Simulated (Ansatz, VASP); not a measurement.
# WS2 (Tungstenite): VASP beside Ansatz, part 2 of 2

Aim: how closely do two programs agree when they are given the same cell, functional and k mesh? The cell is taken from a series of VASP runs on this material, whose earlier steps may have relaxed, scaled or displaced it; both programs get it as it stands. Valence electrons are named where the data sets of a main pair hold unlike numbers.

VASP 6.6.1 and Ansatz 0.2.0.

So far. Step 3 (Ansatz: single point, r2SCAN): The run ends at a pressure of 0.73 GPa, with forces up to 0.058 eV/Å.

## (7) VASP: band structure, r2SCAN

Level of this step: r2SCAN, no spin polarisation; plane waves and PAW (W, S) (VASP).

The same cell, functional, mesh and smearing now go to VASP, with its own data sets.

INCAR

```
SYSTEM = WS2
PREC = Accurate
ENCUT = 400
EDIFF = 1E-06
NELM = 100
ISMEAR = 0
SIGMA = 0.05
LREAL = .FALSE.
ALGO = Normal
METAGGA = R2SCAN
LASPH = .TRUE.
NBANDS = 34
LORBIT = 11
LWAVE = .FALSE.
LCHARG = .FALSE.
KPAR = 4
```

POSCAR

```
WS2
1.0
    3.1757954170      0.0000000000      0.0000000000
   -1.5878977085      2.7503195083      0.0000000000
    0.0000000000      0.0000000000     12.9718015124
W S
2 4
Direct
    0.3333333333      0.6666666667      0.2500000000
    0.6666666667      0.3333333333      0.7500000000
    0.3333333333      0.6666666667      0.6298629521
    0.6666666667      0.3333333333      0.1298629521
    0.3333333333      0.6666666667      0.8701370479
    0.6666666667      0.3333333333      0.3701370479
```

KPOINTS

```
Automatic mesh
0
Gamma
8 8 2
0 0 0
```

KPOINTS_OPT

```
Line mode
16
Line-mode
Reciprocal
  0.00000000   0.00000000   0.00000000 GAMMA
  0.50000000   0.00000000   0.00000000 M

  0.50000000   0.00000000   0.00000000 M
  0.33333333   0.33333333   0.00000000 K

  0.33333333   0.33333333   0.00000000 K
  0.00000000   0.00000000   0.00000000 GAMMA

  0.00000000   0.00000000   0.00000000 GAMMA
  0.00000000   0.00000000   0.50000000 A

  0.00000000   0.00000000   0.50000000 A
  0.50000000   0.00000000   0.50000000 L

  0.50000000   0.00000000   0.50000000 L
  0.33333333   0.33333333   0.50000000 H

  0.33333333   0.33333333   0.50000000 H
  0.00000000   0.00000000   0.50000000 A

  0.50000000   0.00000000   0.50000000 L
  0.50000000   0.00000000   0.00000000 M

  0.33333333   0.33333333   0.00000000 K
  0.33333333   0.33333333   0.50000000 H
```

Potentials, in the order of the species: W and S (PBE family, release 64).

Launch:

```sh
$ mpirun -np 4 vasp_std
```

Numbers of over 12 decimals in the logs are rounded to 6 here.

Log:

```text
[banner, memory and clock lines left out]
running    4 mpi-ranks, on    1 nodes
[...]
[... a notice as in an earlier step ...]

 LDA part: xc-table for (None), standard interpolation
 POSCAR, INCAR and KPOINTS ok, starting setup
[...]
entering main loop
       N       E                     dE             d eps       ncg     rms          rms(c)
DAV:   1     0.519927246874E+02    0.51993E+02   -0.13752E+04  1360   0.780E+02
DAV:   2    -0.134599985543E+03   -0.18659E+03   -0.17525E+03  1680   0.203E+02
DAV:   3    -0.146982335882E+03   -0.12382E+02   -0.12200E+02  1784   0.511E+01
DAV:   4    -0.147158820087E+03   -0.17648E+00   -0.17622E+00  1728   0.681E+00
[...]
DAV:  12    -0.140352484749E+03   -0.78999E-04   -0.32563E-04  1716   0.108E-01    0.476E-02
DAV:  13    -0.140352479740E+03    0.50095E-05   -0.63807E-05  1538   0.434E-02    0.459E-02
DAV:  14    -0.140352479668E+03    0.71561E-07   -0.69816E-06  1680   0.129E-02
   1 F= -.14035248E+03 E0= -.14035248E+03  d E =-.461886E-15
 Start KPOINTS_OPT (optional k-point list driver)
k-point batch [1-20\144]
       N       E                     dE             ncg
DAV:   1     0.345668944824E+04   -0.10204E+05     1360
DAV:   2    -0.283125891914E+03   -0.37398E+04     1728
DAV:   3    -0.507801159483E+03   -0.22468E+03     1702
DAV:   4    -0.510836321272E+03   -0.30352E+01     1728
DAV:   5    -0.510894702973E+03   -0.58382E-01     1748
DAV:   6    -0.510896263872E+03   -0.15609E-02     1792
DAV:   7    -0.510896313778E+03   -0.49906E-04     1766
DAV:   8    -0.510896315509E+03   -0.17309E-05     1296
DAV:   9    -0.510896315652E+03   -0.14331E-06     1230
[...]
k-point batch [141-144\144]
       N       E                     dE             ncg
DAV:   1     0.212902623763E+05   -0.45812E+04      272
DAV:   2     0.206151034350E+05   -0.67516E+03      322
DAV:   3     0.205754226767E+05   -0.39681E+02      348
DAV:   4     0.205749361646E+05   -0.48651E+00      336
DAV:   5     0.205749284863E+05   -0.76783E-02      352
DAV:   6     0.205749283136E+05   -0.17272E-03      328
DAV:   7     0.205749283090E+05   -0.46110E-05      344
DAV:   8     0.205749283089E+05   -0.11362E-06      224
```

Parts of OUTCAR (step 7):

```text
  Total       -0.0095091     -0.0095091      0.0432274     -0.0000000      0.0000000      0.0000000
  in kB       -0.1344667     -0.1344667      0.6112706     -0.0000000      0.0000000      0.0000000
  external PRESSURE =       0.1141124 kB  Pullay stress =       0.0000000 kB

 POSITION                                       TOTAL-FORCE (eV/Angst)
 -----------------------------------------------------------------------------------
     -0.00000      1.83355      3.24295         0.000000      0.000000      0.000000
      1.58790      0.91677      9.72885         0.000000      0.000000      0.000000
     -0.00000      1.83355      8.17046         0.000000      0.000000      0.002040
      1.58790      0.91677      1.68456         0.000000     -0.000000      0.002040
     -0.00000      1.83355     11.28725         0.000000     -0.000000     -0.002040
      1.58790      0.91677      4.80134        -0.000000      0.000000     -0.002040
 -----------------------------------------------------------------------------------
    total drift:                                0.000000     -0.000000      0.000000

  FREE ENERGIE OF THE ION-ELECTRON SYSTEM (eV)
  ---------------------------------------------------
  free  energy   TOTEN  =      -140.3524796682 eV

  energy  without entropy=     -140.3524796682  energy(sigma->0) =     -140.35247967

[... 1 part as in an earlier step ...]

[... 2 further parts left out ...]
[key lines of the parts left out:]
E-fermi :   5.6578
```

Spin-orbit coupling is off here; with elements this heavy it splits and shifts levels by tenths of an eV or more.

## (8) Side by side

What differs besides the data sets and the points named for the pairs above, as far as they apply: the data sets hold 52 valence electrons in Ansatz (on its default PAW (the set named soft_2) files) and 36 in VASP. Total energies have different zeros and are not compared.

Both answers:

```csv
quantity,Ansatz,VASP,difference
pressure (GPa),0.73,0.01,+0.72
gap over the path points (eV),1.344,1.359,-0.015
```

Levels at points of the path, from each program's valence-band top (eV; 4 filled, then empty):

```csv
k (reciprocal lattice),Ansatz,VASP
0.000 0.000 0.000,-2.31 -1.87 -0.96 0.00 2.54 2.54 2.55,-2.29 -1.83 -0.95 0.00 2.56 2.56 2.56
0.133 0.000 0.000,-2.26 -1.55 -1.01 -0.47 2.04 2.40 2.41,-2.23 -1.52 -1.00 -0.47 2.06 2.41 2.42
0.300 0.000 0.000,-2.46 -2.20 -1.77 -1.64 1.80 2.11 2.21,-2.42 -2.18 -1.75 -1.62 1.81 2.11 2.21
0.467 0.000 0.000,-2.03 -1.94 -1.64 -1.51 2.44 2.47 2.77,-1.99 -1.89 -1.61 -1.49 2.41 2.44 2.77
0.467 0.067 0.000,-2.43 -2.33 -1.40 -1.28 2.42 2.46 2.86,-2.40 -2.29 -1.37 -1.25 2.40 2.44 2.85
0.411 0.178 0.000,-2.93 -2.72 -1.08 -0.94 2.03 2.09 3.13,-2.92 -2.70 -1.05 -0.91 2.04 2.09 3.13
0.356 0.289 0.000,-3.04 -2.92 -0.70 -0.58 1.46 1.47 2.65,-3.04 -2.92 -0.68 -0.56 1.48 1.49 2.65
0.289 0.289 0.000,-2.96 -2.78 -0.88 -0.79 1.67 1.73 2.71,-2.95 -2.77 -0.86 -0.76 1.69 1.75 2.70
0.178 0.178 0.000,-2.16 -1.94 -1.49 -1.47 1.34 2.00 2.39,-2.13 -1.92 -1.47 -1.45 1.36 2.01 2.39
0.067 0.067 0.000,-2.20 -1.52 -0.99 -0.35 2.16 2.38 2.45,-2.17 -1.49 -0.97 -0.35 2.18 2.39 2.47
```

At this near-relaxed geometry the largest component of a force difference is 60 meV/Å. Among the levels compared at these points, filled levels agree within 48 meV and empty ones within 26 meV.

## (9) Other set-ups

Further runs change the set-up of one program: Ansatz's method, potentials or start, or VASP's data sets, cutoff or form of LDA. The table gives Ansatz less VASP for each quantity, since a change that brings one quantity closer may part another.

```csv
run,r.m.s. force difference (meV/Å),pressure (GPa),gap over the path points (eV)
as above,28,0.72,-0.015
cores kept as stored,22,0.61,-0.014
Ansatz's all-electron LAPW method,29,0.76,-0.011
Ansatz's larger PAW set (cutoff 950 eV),31,0.79,-0.010
```

## (10) Summary of results

```yaml
r_m_s_force_difference_single_point_r2scan: 28 meV/Å
difference_in_pressure_single_point_r2scan: 0.71 GPa
r_m_s_force_difference_band_structure_r2scan: 28 meV/Å
difference_in_pressure_band_structure_r2scan: 0.72 GPa
```

**Reading.** The r.m.s. force difference is 28 meV/Å (single point, r2SCAN), beyond the 12 meV/Å picked in this series as the mark of a large difference. The data sets hold unlike numbers of valence electrons (52 in Ansatz and 36 in VASP), so part of the differences comes from the potentials. Single point, r2SCAN, Ansatz's all-electron LAPW method: the difference in gap on the k mesh goes from -0.013 to -0.0082 eV. Single point, r2SCAN, Ansatz's larger PAW set (cutoff 950 eV): the difference in gap on the k mesh goes from -0.013 to -0.0077 eV. Band structure, r2SCAN, Ansatz's all-electron LAPW method: the difference in gap over the path points goes from -0.015 to -0.011 eV. Band structure, r2SCAN, Ansatz's larger PAW set (cutoff 950 eV): the difference in gap over the path points goes from -0.015 to -0.010 eV. 2 further runs of this series are not shown here. Such differences can come from data sets, numerical settings and the points named under the comparisons, not from the functional's error against experiment.

[Lines on the potential files, build, host, timing and source positions are cut from VASP's logs without a mark.]

[Logs are printed without paths, hosts, clocks, repeated set-up lines and the standing remarks that a program may print on its own settings, such as how far it seeks lower states.]

[Hosts, paths, dates, database ids (printed as entryN), source tags and the programs' standing remarks are cut or masked in the printed files.]
